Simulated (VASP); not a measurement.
Here is a VASP 6.6.1 calculation.

File INCAR:

```
SYSTEM = C
PREC = Accurate
ENCUT = 520
EDIFF = 1E-7
ISMEAR = 0
SIGMA = 0.1
LREAL = .FALSE.
LASPH = .TRUE.
NELM = 100
ALGO = Fast
ISIF = 2
LWAVE = .FALSE.
LCHARG = .TRUE.
LDIPOL = .TRUE.
IDIPOL = 3
DIPOL = 0.5 0.5 0.290
GGA = PE
LELF = .TRUE.
LVHAR = .TRUE.
LVACPOTAV = .TRUE.
NBANDS = 26
```

File KPOINTS:

```
regular mesh
0
G
  2 6 1
  0 0 0
```

File POSCAR:

```
C
1.0
    8.8592891858      0.1395761168      0.0000000000
    0.0454812447      2.9011761597      0.0000000000
    0.0000000000      0.0000000000     27.5481532799
C
8
Direct
    0.2453734691      0.2225877135      0.3198282105
    0.7496337686      0.2778689173      0.3145394482
    0.2452994088      0.7228561888      0.3198230626
    0.7495666206      0.7778168337      0.3145476927
    0.2578951732      0.2216420937      0.2663385398
    0.7472382868      0.2777959586      0.2608925250
    0.2577688111      0.7214602125      0.2663282443
    0.7472244617      0.7779720820      0.2609070067
```

Potentials or basis: VASP PAW PBE potentials, release 64 (C).

Command:

```console
$ cat potpaw_PBE.64/C/POTCAR > POTCAR
$ mpirun -np 1 vasp_std > vasp.out
```

**Question.** Predict the largest force.

**Answer.** 0.398 eV/Å.

**Question.** Predict the ionisation potential of the upper face.

**Answer.** 4.68 eV.

Forces in eV/Å, atoms in the order of the input:
```
C   -0.027 -0.049  0.384
C    0.006  0.038  0.396
C   -0.025  0.052  0.384
C    0.011 -0.053  0.393
C    0.028  0.060 -0.391
C   -0.013 -0.019 -0.385
C    0.034 -0.064 -0.386
C   -0.015  0.034 -0.395
```
